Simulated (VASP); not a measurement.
```
CELL_PARAMETERS angstrom
     -2.48818     2.48818     2.48818
      2.48818    -2.48818     2.48818
      2.48818     2.48818    -2.48818
ATOMIC_POSITIONS crystal
  Ba 0.00000 0.00000 0.00000
```

Level of theory: PBE GGA with D3 dispersion (zero damping), VASP's PBE PAW potentials (set 64) (plane waves; VASP). Numerical set-up: 520 eV cut-off, 10×10×10 Γ-centred mesh, first-order Methfessel-Paxton smearing of 0.10 eV, potentials Ba_sv.

Give the energy at these volumes per atom, relative to the lowest: 57.97, 59.82, 61.67, 63.52, 65.37 Å³.

5.9, 1.4, 0.0, 1.4, 5.3 meV/atom. A third-order Birch-Murnaghan fit gives B0 = 8.0 GPa and B0′ = 3.0.

Measured: bulk modulus 9.3 GPa at 0 K (computed value off by -13.9 %), as given by H. Levämäki et al., Physical Review B (2014), arXiv:1402.3671 [corrected for temperature and zero-point phonon effects]; a 4.995 Å at 0 K (computed value off by -0.4 %), as given by Gábor I. Csonka et al., Physical Review B (2009), arXiv:0903.4037 [low-temperature or extrapolated to 0 K; zero-point anharmonic expansion removed].

The compound is Ba in the bcc structure. It was relaxed first.
